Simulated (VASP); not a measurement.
# FeSb: accuracy against cost in the SCF threshold and smearing, part 2 of 4

Aim: find what the SCF threshold and smearing change for FeSb, and what they cost. The series runs use LDA. The start is a cell from a database of measured crystal structures.

VASP 6.6.1; LDA, spin-polarised from a ferromagnetic start; plane waves and PAW (Fe, Sb).

Still holding for the runs below: The magnetic state follows from one typed start and may not be the lowest. The k-mesh is coarse for a metal.

So far. Step 5 (SCF threshold: EDIFF = 1E-05): Against the run before the energy stays within 0.01 meV an atom and the pressure within 0.01 GPa, after 13 cycles in 21 s.

The database entry behind the starting cell differs from later determinations by our own check (0.1 to 0.3 % short, probably kX units), so it need not match the best structure at ambient conditions.

### Step 6. SCF threshold: EDIFF = 1E-06

Contents of INCAR:

```
SYSTEM = FeSb
PREC = Accurate
ENCUT = 400
EDIFF = 1E-06
NELM = 100
ISMEAR = -1
SIGMA = 0.05
LREAL = .FALSE.
ALGO = Normal
GGA = CA
NBANDS = 25
ISPIN = 2
MAGMOM = 3 3 0 0
LASPH = .TRUE.
LMAXMIX = 4
LORBIT = 11
LWAVE = .FALSE.
LCHARG = .FALSE.
KPAR = 4
ISIF = 2
```

Contents of POSCAR:

```
FeSb
1.0
    4.0600000000      0.0000000000      0.0000000000
   -2.0300000000      3.5160631394      0.0000000000
    0.0000000000      0.0000000000      5.1300000000
Fe Sb
2 2
Direct
    0.0000000000      0.0000000000      0.0000000000
    0.0000000000      0.0000000000      0.5000000000
    0.3333333333      0.6666666667      0.2500000000
    0.6666666667      0.3333333333      0.7500000000
```

Contents of KPOINTS:

```
Automatic mesh
0
Gamma
6 6 5
0 0 0
```

The projector-augmented-wave data sets are Fe and Sb (PBE family, release 64).

On the command line:

```
$ mpirun -np 4 vasp_std
```

The log of the run:

```text
[... set-up lines as in an earlier step ...]
 entering main loop
       N       E                     dE             d eps       ncg     rms          rms(c)
[... 12 cycles as in an earlier step ...]
DAV:  13    -0.281654641321E+02    0.86193E-05   -0.18610E-05  3149   0.338E-02    0.140E-02
DAV:  14    -0.281654633227E+02    0.80945E-06   -0.42541E-06  1806   0.164E-02
   1 F= -.28165463E+02 E0= -.28146617E+02  d E =-.376921E-01  mag=     2.4748
```

Wall time 18 s (4 MPI ranks of AMD EPYC 7R43, shared host); peak memory 0.62 GiB.

From OUTCAR (step 6):

```text
  Total       -5.8473448     -5.8473448     -6.5145602      0.0000000     -0.0000000      0.0000000
  in kB     -127.9290645   -127.9290645   -142.5265002      0.0000000     -0.0000000      0.0000000
  external PRESSURE =    -132.7948764 kB  Pullay stress =       0.0000000 kB

 POSITION                                       TOTAL-FORCE (eV/Angst)
 -----------------------------------------------------------------------------------
      0.00000      0.00000      0.00000         0.000000      0.000000      0.000000
      0.00000      0.00000      2.56500         0.000000      0.000000      0.000000
     -0.00000      2.34404      1.28250         0.000000     -0.000000     -0.000000
      2.03000      1.17202      3.84750        -0.000000      0.000000     -0.000000
 -----------------------------------------------------------------------------------
    total drift:                               -0.000000      0.000000      0.000000

  FREE ENERGIE OF THE ION-ELECTRON SYSTEM (eV)
  ---------------------------------------------------
  free  energy   TOTEN  =       -28.1654633227 eV

  energy  without entropy=      -28.1277712630  energy(sigma->0) =      -28.14661729

 magnetization (x)
# of ion       s       p       d       tot
------------------------------------------
    1        0.008   0.004   1.310   1.321
    2        0.008   0.004   1.310   1.321
    3       -0.002  -0.056  -0.002  -0.060
    4       -0.002  -0.056  -0.002  -0.060
--------------------------------------------------
tot          0.011  -0.105   2.616   2.522

[... 2 parts as in an earlier step ...]

[... 1 further part left out ...]
[key lines of the parts left out:]
E-fermi :   7.6379
```

Against the run before the energy stays within 0.01 meV an atom; the pressure moves by +0.02 GPa, after 14 cycles in 18 s.

### Step 7. SCF threshold: EDIFF = 1E-08

INCAR: that of step 6 with these lines changed.

```diff
@@ -3,3 +3,3 @@
 ENCUT = 400
-EDIFF = 1E-06
+EDIFF = 1E-08
 NELM = 100
```

POSCAR is that of step 6.

KPOINTS is that of step 6.

On the command line:

```
$ mpirun -np 4 vasp_std
```

The log of the run:

```text
[... set-up lines as in an earlier step ...]
 entering main loop
       N       E                     dE             d eps       ncg     rms          rms(c)
[... 12 cycles as in an earlier step ...]
DAV:  13    -0.281654641321E+02    0.86193E-05   -0.18611E-05  3157   0.338E-02    0.140E-02
DAV:  14    -0.281654633628E+02    0.76928E-06   -0.46618E-06  2978   0.164E-02    0.829E-03
DAV:  15    -0.281654633928E+02   -0.29943E-07   -0.41818E-07  2362   0.462E-03    0.431E-03
DAV:  16    -0.281654634315E+02   -0.38700E-07   -0.10811E-07  2464   0.199E-03    0.163E-03
DAV:  17    -0.281654634468E+02   -0.15339E-07   -0.30553E-08  1895   0.191E-03    0.389E-04
DAV:  18    -0.281654634470E+02   -0.14120E-09   -0.37768E-09  1085   0.454E-04
   1 F= -.28165463E+02 E0= -.28146621E+02  d E =-.376844E-01  mag=     2.4751
```

Elapsed: 22 s, on 4 MPI ranks; peak memory 0.62 GiB; 84 s of CPU time.

OUTCAR, selected parts (step 7):

```text
  Total       -5.8504328     -5.8504328     -6.5157608      0.0000000      0.0000000      0.0000000
  in kB     -127.9966236   -127.9966236   -142.5527662      0.0000000      0.0000000      0.0000000
  external PRESSURE =    -132.8486711 kB  Pullay stress =       0.0000000 kB

 POSITION                                       TOTAL-FORCE (eV/Angst)
 -----------------------------------------------------------------------------------
      0.00000      0.00000      0.00000         0.000000      0.000000      0.000000
      0.00000      0.00000      2.56500         0.000000      0.000000      0.000000
     -0.00000      2.34404      1.28250        -0.000000     -0.000000     -0.000000
      2.03000      1.17202      3.84750         0.000000      0.000000      0.000000
 -----------------------------------------------------------------------------------
    total drift:                               -0.000000      0.000000      0.000000

  FREE ENERGIE OF THE ION-ELECTRON SYSTEM (eV)
  ---------------------------------------------------
  free  energy   TOTEN  =       -28.1654634470 eV

  energy  without entropy=      -28.1277790842  energy(sigma->0) =      -28.14662127

[... 3 parts as in an earlier step ...]

[... 1 further part left out ...]
[key lines of the parts left out:]
E-fermi :   7.6378
```

Against the run before the energy stays within 0.01 meV an atom; the pressure moves by -0.01 GPa, after 18 cycles in 22 s.

### Step 8. The SCF threshold series as a table

This step: convergence of LDA results with the threshold; plane waves and PAW (VASP 6.6.1).

No new run; the numbers come from the runs before.

Differences are taken from the run with EDIFF = 1E-08. Results of the series, by row:

```csv
setting,status,energy less the reference (meV/atom),pressure (GPa),moment (μB),SCF cycles,wall time (s)
EDIFF = 0.01,converged,-0.3412,-14.74,2.452,10,11
EDIFF = 0.001,converged,-0.0706,-14.5,2.471,11,12.6
EDIFF = 1E-04,converged,-0.004315,-13.3,2.475,13,17
EDIFF = 1E-05,converged,-0.003828,-13.3,2.475,13,21
EDIFF = 1E-06,converged,9.95e-4,-13.28,2.475,14,18
EDIFF = 1E-08,converged,0,-13.28,2.475,18,22
```

### Step 9. Smearing: ISMEAR = 0, SIGMA = 0.01

This step: LDA, spin-polarised from a ferromagnetic start; plane waves and PAW (Fe, Sb) (VASP 6.6.1).

Smearing steadies the sum over the Fermi surface at the price of an entropy term.

INCAR: that of step 7 with these lines changed.

```diff
@@ -3,6 +3,6 @@
 ENCUT = 400
-EDIFF = 1E-08
+EDIFF = 1E-06
 NELM = 100
-ISMEAR = -1
-SIGMA = 0.05
+ISMEAR = 0
+SIGMA = 0.01
 LREAL = .FALSE.
```

POSCAR is that of step 7.

KPOINTS is that of step 7.

On the command line:

```
$ mpirun -np 4 vasp_std
```

The log of the run:

```text
[... set-up lines as in an earlier step ...]
 entering main loop
       N       E                     dE             d eps       ncg     rms          rms(c)
DAV:   1     0.134977325558E+03    0.13498E+03   -0.86988E+03  2100   0.832E+02
DAV:   2    -0.228078064203E+02   -0.15779E+03   -0.14716E+03  2155   0.212E+02
DAV:   3    -0.299670271322E+02   -0.71592E+01   -0.69342E+01  2726   0.561E+01
DAV:   4    -0.301282278422E+02   -0.16120E+00   -0.16094E+00  2409   0.821E+00
DAV:   5    -0.301335136028E+02   -0.52858E-02   -0.52854E-02  2694   0.166E+00    0.161E+01
DAV:   6    -0.344433018033E+02   -0.43098E+01   -0.29002E+01  2449   0.805E+01    0.257E+01
DAV:   7    -0.282073675588E+02    0.62359E+01   -0.25437E+01  2483   0.616E+01    0.441E+00
DAV:   8    -0.281892010088E+02    0.18167E-01   -0.82818E-01  2254   0.466E+00    0.211E+00
DAV:   9    -0.281491112628E+02    0.40090E-01   -0.96249E-02  2645   0.374E+00    0.981E-01
DAV:  10    -0.281476061033E+02    0.15052E-02   -0.37246E-03  2677   0.582E-01    0.336E-01
DAV:  11    -0.281465342022E+02    0.10719E-02   -0.10663E-03  2858   0.268E-01    0.146E-01
DAV:  12    -0.281463490128E+02    0.18519E-03   -0.22438E-04  2887   0.188E-01    0.721E-02
DAV:  13    -0.281463062850E+02    0.42728E-04   -0.32883E-05  3057   0.349E-02    0.229E-02
DAV:  14    -0.281463065016E+02   -0.21663E-06   -0.59976E-06  1502   0.139E-02
   1 F= -.28146307E+02 E0= -.28146224E+02  d E =-.164616E-03  mag=     2.3666
```

Wall time 17 s (4 MPI ranks); peak memory 0.59 GiB.

OUTCAR, selected parts (step 9):

```text
   NELECT =      26.0000    total number of electrons

 E-fermi :   7.6237

 spin component 1
 k-point     1 :       0.0000    0.0000    0.0000
  band No.  band energies     occupation
    ...
      8       5.4559      1.00000
      9       6.3047      1.00000
     10       6.3047      1.00000
     11       6.9461      1.00000
     12       6.9461      1.00000
     13       8.3408      0.00000
     14       8.3408      0.00000
     15       8.6046      0.00000
     16      10.6257      0.00000
     17      10.6257      0.00000
    ...

 k-point     2 :       0.1667    0.0000    0.0000
  band No.  band energies     occupation
    ...
      9       6.0565      1.00000
     10       6.3738      1.00000
     11       6.9307      1.00000
     12       6.9494      1.00000
     13       6.9879      1.00000
     14       7.6675      0.00000
     15       8.4344      0.00000
     16       9.5140      0.00000
     17      11.1266      0.00000
     18      11.1696      0.00000
    ...

  Total       -6.0100439     -6.0100439     -6.5993602      0.0000000      0.0000000      0.0000000
  in kB     -131.4886181   -131.4886181   -144.3817667      0.0000000      0.0000000      0.0000000
  external PRESSURE =    -135.7863343 kB  Pullay stress =       0.0000000 kB

 POSITION                                       TOTAL-FORCE (eV/Angst)
 -----------------------------------------------------------------------------------
      0.00000      0.00000      0.00000        -0.000000      0.000000     -0.000000
      0.00000      0.00000      2.56500        -0.000000      0.000000     -0.000000
     -0.00000      2.34404      1.28250         0.000000      0.000000     -0.000000
      2.03000      1.17202      3.84750         0.000000      0.000000      0.000000
 -----------------------------------------------------------------------------------
    total drift:                               -0.000000      0.000000      0.000000

  FREE ENERGIE OF THE ION-ELECTRON SYSTEM (eV)
  ---------------------------------------------------
  free  energy   TOTEN  =       -28.1463065016 eV

  energy  without entropy=      -28.1461418861  energy(sigma->0) =      -28.14622419

 magnetization (x)
# of ion       s       p       d       tot
------------------------------------------
    1        0.007   0.002   1.260   1.269
    2        0.007   0.002   1.260   1.269
    3       -0.002  -0.056  -0.002  -0.060
    4       -0.002  -0.056  -0.002  -0.060
--------------------------------------------------
tot          0.009  -0.107   2.517   2.419

[... 9 parts as in an earlier step ...]

[... 13 further parts left out ...]
```

Numbers from this step:

```yaml
scf_cycles: 14
free_energy_toten: -28.15 eV
fermi_energy: 7.624 eV
pressure: -13.58 GPa
moment_of_the_cell_from_the_last_line_of_the_log: 2.367 μB
```

The series starts at -7.0366 eV an atom and -13.58 GPa, after 14 cycles in 17 s. The entropy term T·S comes to 0.04 meV an atom in size.

### Step 10. Smearing: ISMEAR = 0, SIGMA = 0.05

INCAR: that of step 9 with these lines changed.

```diff
@@ -6,3 +6,3 @@
 ISMEAR = 0
-SIGMA = 0.01
+SIGMA = 0.05
 LREAL = .FALSE.
```

POSCAR is that of step 9.

KPOINTS is that of step 9.

On the command line:

```
$ mpirun -np 4 vasp_std
```

The log of the run:

```text
[... set-up lines as in an earlier step ...]
 entering main loop
       N       E                     dE             d eps       ncg     rms          rms(c)
DAV:   1     0.134974983186E+03    0.13497E+03   -0.86988E+03  2100   0.832E+02
DAV:   2    -0.228092170749E+02   -0.15778E+03   -0.14716E+03  2155   0.212E+02
DAV:   3    -0.299704010364E+02   -0.71612E+01   -0.69347E+01  2726   0.562E+01
DAV:   4    -0.301317304433E+02   -0.16133E+00   -0.16106E+00  2409   0.821E+00
[...]
DAV:  13    -0.281490166493E+02    0.20515E-04   -0.18383E-05  2934   0.291E-02    0.344E-02
DAV:  14    -0.281490137054E+02    0.29440E-05   -0.85719E-06  1799   0.195E-02    0.952E-03
DAV:  15    -0.281490139417E+02   -0.23633E-06   -0.66062E-07  1086   0.715E-03
   1 F= -.28149014E+02 E0= -.28145818E+02  d E =-.639274E-02  mag=     2.3901
```

Elapsed: 16 s, on 4 MPI ranks; peak memory 0.59 GiB.

OUTCAR, selected parts (step 10):

```text
  Total       -5.9566226     -5.9566226     -6.5927180     -0.0000000     -0.0000000      0.0000000
  in kB     -130.3198593   -130.3198593   -144.2364485     -0.0000000     -0.0000000      0.0000000
  external PRESSURE =    -134.9587224 kB  Pullay stress =       0.0000000 kB

 POSITION                                       TOTAL-FORCE (eV/Angst)
 -----------------------------------------------------------------------------------
      0.00000      0.00000      0.00000        -0.000000     -0.000000     -0.000000
      0.00000      0.00000      2.56500        -0.000000     -0.000000     -0.000000
     -0.00000      2.34404      1.28250        -0.000000      0.000000      0.000000
      2.03000      1.17202      3.84750         0.000000      0.000000     -0.000000
 -----------------------------------------------------------------------------------
    total drift:                               -0.000000      0.000000      0.000000

  FREE ENERGIE OF THE ION-ELECTRON SYSTEM (eV)
  ---------------------------------------------------
  free  energy   TOTEN  =       -28.1490139417 eV

  energy  without entropy=      -28.1426212042  energy(sigma->0) =      -28.14581757

 magnetization (x)
# of ion       s       p       d       tot
------------------------------------------
    1        0.007   0.003   1.271   1.281
    2        0.007   0.003   1.271   1.281
    3       -0.002  -0.056  -0.002  -0.060
    4       -0.002  -0.056  -0.002  -0.060
--------------------------------------------------
tot          0.010  -0.107   2.539   2.442

[... 2 parts as in an earlier step ...]

[... 1 further part left out ...]
[key lines of the parts left out:]
E-fermi :   7.6311
```

Against the run before the energy at zero width moves by +0.10 meV an atom and the pressure by +0.08 GPa, after 15 cycles in 16 s. The entropy term T·S comes to 1.60 meV an atom in size.

### Step 11. Smearing: ISMEAR = 0, SIGMA = 0.1

INCAR: that of step 10 with these lines changed.

```diff
@@ -6,3 +6,3 @@
 ISMEAR = 0
-SIGMA = 0.05
+SIGMA = 0.1
 LREAL = .FALSE.
```

POSCAR is that of step 10.

KPOINTS is that of step 10.

On the command line:

```
$ mpirun -np 4 vasp_std
```

The log of the run:

```text
[... set-up lines as in an earlier step ...]
 entering main loop
       N       E                     dE             d eps       ncg     rms          rms(c)
DAV:   1     0.134967055070E+03    0.13497E+03   -0.86988E+03  2100   0.832E+02
DAV:   2    -0.228171005989E+02   -0.15778E+03   -0.14717E+03  2155   0.212E+02
DAV:   3    -0.299785443977E+02   -0.71614E+01   -0.69332E+01  2726   0.561E+01
DAV:   4    -0.301400056526E+02   -0.16146E+00   -0.16118E+00  2409   0.822E+00
[...]
DAV:  13    -0.281581880332E+02    0.10278E-04   -0.16674E-05  3146   0.300E-02    0.140E-02
DAV:  14    -0.281581869254E+02    0.11078E-05   -0.40660E-06  1622   0.136E-02    0.772E-03
DAV:  15    -0.281581870190E+02   -0.93580E-07   -0.58761E-07  1087   0.709E-03
   1 F= -.28158187E+02 E0= -.28146487E+02  d E =-.234000E-01  mag=     2.4510
```

Run time: 19 s. Hardware: 4 MPI ranks; peak memory 0.62 GiB.

OUTCAR, selected parts (step 11):

```text
  Total       -5.8808490     -5.8808490     -6.5516759      0.0000000      0.0000000     -0.0000000
  in kB     -128.6620731   -128.6620731   -143.3385227      0.0000000      0.0000000     -0.0000000
  external PRESSURE =    -133.5542230 kB  Pullay stress =       0.0000000 kB

 POSITION                                       TOTAL-FORCE (eV/Angst)
 -----------------------------------------------------------------------------------
      0.00000      0.00000      0.00000         0.000000      0.000000     -0.000000
      0.00000      0.00000      2.56500         0.000000      0.000000     -0.000000
     -0.00000      2.34404      1.28250        -0.000000     -0.000000      0.000000
      2.03000      1.17202      3.84750         0.000000      0.000000      0.000000
 -----------------------------------------------------------------------------------
    total drift:                               -0.000000      0.000000      0.000000

  FREE ENERGIE OF THE ION-ELECTRON SYSTEM (eV)
  ---------------------------------------------------
  free  energy   TOTEN  =       -28.1581870190 eV

  energy  without entropy=      -28.1347870105  energy(sigma->0) =      -28.14648701

 magnetization (x)
# of ion       s       p       d       tot
------------------------------------------
    1        0.008   0.003   1.299   1.310
    2        0.008   0.003   1.299   1.310
    3       -0.002  -0.056  -0.002  -0.060
    4       -0.002  -0.056  -0.002  -0.060
--------------------------------------------------
tot          0.011  -0.106   2.595   2.500

[... 2 parts as in an earlier step ...]

[... 1 further part left out ...]
[key lines of the parts left out:]
E-fermi :   7.6362
```

Against the run before the energy at zero width moves by -0.17 meV an atom and the pressure by +0.14 GPa, after 15 cycles in 19 s. The entropy term T·S comes to 5.85 meV an atom in size.

### Step 12. Smearing: ISMEAR = 0, SIGMA = 0.2

INCAR: that of step 11 with these lines changed.

```diff
@@ -6,3 +6,3 @@
 ISMEAR = 0
-SIGMA = 0.1
+SIGMA = 0.2
 LREAL = .FALSE.
```

POSCAR is that of step 11.

KPOINTS is that of step 11.

On the command line:

```
$ mpirun -np 4 vasp_std
```

The log of the run:

```text
[... set-up lines as in an earlier step ...]
 entering main loop
       N       E                     dE             d eps       ncg     rms          rms(c)
DAV:   1     0.134938917385E+03    0.13494E+03   -0.86988E+03  2100   0.832E+02
DAV:   2    -0.228533467735E+02   -0.15779E+03   -0.14718E+03  2155   0.212E+02
DAV:   3    -0.300143249541E+02   -0.71610E+01   -0.69309E+01  2726   0.561E+01
DAV:   4    -0.301758042276E+02   -0.16148E+00   -0.16119E+00  2409   0.822E+00
[...]
DAV:  12    -0.281922978043E+02    0.20169E-03   -0.18883E-04  2993   0.156E-01    0.559E-02
DAV:  13    -0.281922929958E+02    0.48085E-05   -0.25798E-05  3153   0.456E-02    0.274E-02
DAV:  14    -0.281922924720E+02    0.52380E-06   -0.79183E-06  2675   0.275E-02
   1 F= -.28192292E+02 E0= -.28147217E+02  d E =-.901508E-01  mag=     2.5592
```

Wall time 17 s (4 MPI ranks); peak memory 0.6 GiB; 67 s of CPU time.

From OUTCAR (step 12):

```text
  Total       -5.7217289     -5.7217289     -6.3765964     -0.0000000      0.0000000      0.0000000
  in kB     -125.1808209   -125.1808210   -139.5081083     -0.0000000      0.0000000      0.0000000
  external PRESSURE =    -129.9565834 kB  Pullay stress =       0.0000000 kB

 POSITION                                       TOTAL-FORCE (eV/Angst)
 -----------------------------------------------------------------------------------
      0.00000      0.00000      0.00000        -0.000000      0.000000      0.000000
      0.00000      0.00000      2.56500         0.000000      0.000000      0.000000
     -0.00000      2.34404      1.28250         0.000000      0.000000      0.000000
      2.03000      1.17202      3.84750        -0.000000     -0.000000     -0.000000
 -----------------------------------------------------------------------------------
    total drift:                               -0.000000      0.000000      0.000000

  FREE ENERGIE OF THE ION-ELECTRON SYSTEM (eV)
  ---------------------------------------------------
  free  energy   TOTEN  =       -28.1922924720 eV

  energy  without entropy=      -28.1021416574  energy(sigma->0) =      -28.14721706

 magnetization (x)
# of ion       s       p       d       tot
------------------------------------------
    1        0.008   0.005   1.347   1.360
    2        0.008   0.005   1.347   1.360
    3       -0.002  -0.056  -0.001  -0.059
    4       -0.002  -0.056  -0.001  -0.059
--------------------------------------------------
tot          0.013  -0.103   2.691   2.602

[... 2 parts as in an earlier step ...]

[... 1 further part left out ...]
[key lines of the parts left out:]
E-fermi :   7.6425
```

Against the run before the energy at zero width moves by -0.18 meV an atom and the pressure by +0.36 GPa, after 14 cycles in 17 s. The entropy term T·S comes to 22.54 meV an atom in size.

[end of part 2 of 4]

[Lines on the potential files, build, host, timing and source positions are cut from VASP's logs without a mark.]

[Logs are printed without paths, hosts, clocks, repeated set-up lines and the standing remarks that a program may print on its own settings, such as how far it seeks lower states.]

[Hosts, paths, dates, database ids (printed as entryN), source tags and the programs' standing remarks are cut or masked in the printed files.]

[A measured line is paired with the nearest computed mode of its activity, which favours agreement.]
